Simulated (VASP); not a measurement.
# Cd2S under changes of volume

One of the cells (24.468 Å³/atom); the others are scaled copies at fixed shape and fractional positions:

```
CELL_PARAMETERS angstrom
3.85648 0.00000 0.00000
-1.92824 3.33981 0.00000
0.00000 0.00000 5.69908
ATOMIC_POSITIONS crystal
Cd 0.33333 0.66667 0.93050
Cd 0.66667 0.33333 0.58276
S 0.33333 0.66667 0.36390
```

The cell comes from a database or a generator and needn't be the stable form of this composition.

```yaml
Program: VASP 6.6.1
Functional: PBEsol
Potentials_or_basis: VASP PAW PBE potentials, release 64 (Cd, S)
Cutoff: 520 eV
k_mesh: 8 × 8 × 4
Occupations: gaussian, width 0.02 eV
Spin: no spin polarisation
```

```csv
volume (Å³/atom),energy over the lowest point (meV/atom),pressure (GPa),gap on the mesh (eV),largest force (eV/Å)
23.489,7.61,2.5,0.42,0.164
23.978,?,?,?,?
24.468,0.00,0.1,0.39,0.007
24.957,1.33,-1.0,0.38,0.081
25.447,5.57,-1.8,0.35,0.153
```

**Question.** What does the run at 23.978 Å³/atom give?

**Answer.** Energy over the lowest point 1.96 meV/atom; pressure 1.2 GPa; gap on the mesh 0.41 eV; largest force 0.077 eV/Å.

Worked out: A Birch-Murnaghan fit of order 2 (a polynomial in V^(-2/3)) to the other rows has its minimum at 24.51 Å³/atom with B0 = V·E''(V) = 53 GPa at fixed shape and positions, which overstates the stiffness. It gives 2.00 meV/atom at 23.978 Å³/atom, against the run's 1.96, and -dE/dV = 1.2 GPa, against 1.2. A parabola through the other rows of the gap, of slope -0.629 eV per unit of ln V there, gives 0.41 eV, against the run's 0.41.

Energies are extrapolated to zero smearing.

Caveats: the PAW data sets were made with another functional, which shifts forces and pressure a little.

A mesh can miss the band edges. Spin-orbit coupling on Cd is left out.
